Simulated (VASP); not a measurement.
# MgNH₂F: harmonic vibrations of a molecule

MgNH₂F, molecule in box, 5 atoms in the cell. PBE, harmonic vibrations; PAW potentials N, Mg, F, H (PBE set).

## Input

INCAR.step1:
```
SYSTEM = MgH2NF
  ALGO = Normal
  EDIFF = 1E-8
  EDIFFG = -0.002
  ENCUT = 400
  IBRION = 2
  ISIF = 2
  ISMEAR = 0
  ISYM = 0
  LASPH = .TRUE.
  LCHARG = .FALSE.
  LREAL = .FALSE.
  LWAVE = .FALSE.
  NELM = 100
  NSW = 60
  POTIM = 0.5
  PREC = Accurate
  SIGMA = 0.01
```

INCAR.step2, as INCAR.step1 but for:
```
- EDIFFG = -0.002
- IBRION = 2
- ISIF = 2
- NSW = 60
- POTIM = 0.5
+ IBRION = 5
+ NFREE = 2
+ NSW = 1
+ POTIM = 0.015
```

KPOINTS:
```
k-points
0
Gamma
  1 1 1
```

POSCAR.step1:
```
MgH2NF
1.0
   13.0000000000      0.0000000000      0.0000000000
    0.0000000000     13.0000000000      0.0000000000
    0.0000000000      0.0000000000     11.0000000000
N Mg F H
1 1 1 2
Direct
    0.4401346200      0.5656769200      0.4917181800
    0.5338730800      0.4618000000      0.5334454500
    0.6215807700      0.3646153800      0.5724727300
    0.4402269200      0.6386153800      0.5229818200
    0.3804192300      0.5589769200      0.4337090900
```

Commands (each step's output is kept before the next begins):
```
cat potpaw_PBE.64/N/POTCAR potpaw_PBE.64/Mg/POTCAR potpaw_PBE.64/F/POTCAR potpaw_PBE.64/H/POTCAR > POTCAR
cp INCAR.step1 INCAR
cp POSCAR.step1 POSCAR
mpirun -np 4 vasp_gam > vasp.out
cp CONTCAR POSCAR
cp INCAR.step2 INCAR
mpirun -np 4 vasp_gam > vasp.out
```

## Result

- Vibrations (cm⁻¹; a negative value is imaginary): 3560, 3481, 1505, 820, 545, 527, 211, 133, 126
- Zero-point energy (eV): 0.676
- Translations and rotations, which should read zero (cm⁻¹): -28, -24, -14, 2, 11, 12
- Vibrational entropy at 298 K (meV/K): 0.404
- Displaced cells: 30
- Ionic steps, all stages: 90
- Electronic steps, all stages: 1133

VASP 6.6.1 took 2260 s on 4 cores (AMD EPYC 7R43 (Zen 3)), a shared host.
